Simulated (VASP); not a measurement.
Input:

```yaml
crystal:
  lattice:
    - [-2.04472, 2.04472, 5.10872]
    - [2.04472, -2.04472, 5.10872]
    - [2.04472, 2.04472, -5.10872]
  atoms:
    - { symbol: La, position: [0.00000, 0.00000, 0.00000] }
    - { symbol: Si, position: [0.62730, 0.62730, 0.00000] }
    - { symbol: Si, position: [0.37270, 0.37270, 0.00000] }
    - { symbol: Rh, position: [0.75000, 0.25000, 0.50000] }
    - { symbol: Rh, position: [0.25000, 0.75000, 0.50000] }
```

Calculation: PBEsol GGA with spin-orbit coupling, VASP's PBE PAW potentials (set 64) (plane waves; VASP). Settings: 400 eV cut-off, 10×10×10 Γ-centred mesh, Gaussian smearing of 0.050 eV, potentials La Si Rh_pv.

### Question
What does the run give for the energy per atom (σ→0), band gap (over mesh and band path) with the smallest direct gap where there is one?

### Answer

```yaml
band gap (over mesh and band path): none (metal, semimetal or under 0.01 eV)
energy per atom (σ→0): -7.855 eV/atom
```

Total energies compare only between runs with the same potentials, cut-off and functional.

The structure comes from a computed database's LaRh2Si2 entry (I4/mmm); how it stands against other phases isn't given here. It was relaxed first.
